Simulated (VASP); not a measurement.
A convergence study with VASP on CaS (rock salt): one setting is varied, all else stays as given below, so the limit is that of these other settings. Each run relaxes cell and ions from the cell shown.

```
CELL_PARAMETERS angstrom
      0.00000     2.84500     2.84500
      2.84500     0.00000     2.84500
      2.84500     2.84500     0.00000
ATOMIC_POSITIONS crystal
  Ca 0.00000 0.00000 0.00000
  S  0.50000 0.50000 0.50000
```

Level of theory: PBE GGA, VASP's PBE PAW potentials (set 64) (plane waves; VASP). The tightest run used: 550 eV cut-off, 12×12×12 Γ-centred mesh, Gaussian smearing of 0.050 eV, potentials Ca_sv S.

Gaps are read on the run's mesh, which can miss a band edge.

| setting | relaxed volume (Å³/atom) | E (eV/atom) | gap on the mesh (eV) | irreducible k-points |
|---|---|---|---|---|
| 2×2×2 mesh | 24.548 | -4.9049 | 2.293 | 3 |
| 3×3×3 mesh | 23.541 | -5.1507 | 2.708 | 4 |
| 4×4×4 mesh | 23.397 | -5.1773 | 2.378 | 8 |

### Question
These are the cheaper rows. Estimate the results at 12×12×12 mesh, and how far the last row shown lies from them.

### Answer

```tsv
quantity	tightest run	last row shown is off by
relaxed volume (Å³/atom)	23.358	0.039
E (eV/atom)	-5.1827	0.0054
gap on the mesh (eV)	2.383	-0.005
```

Left out are rungs that failed or repeat a setting and relaxations that didn't move; long series are thinned to 24 rows.

The compound is CaS in the rock salt structure.
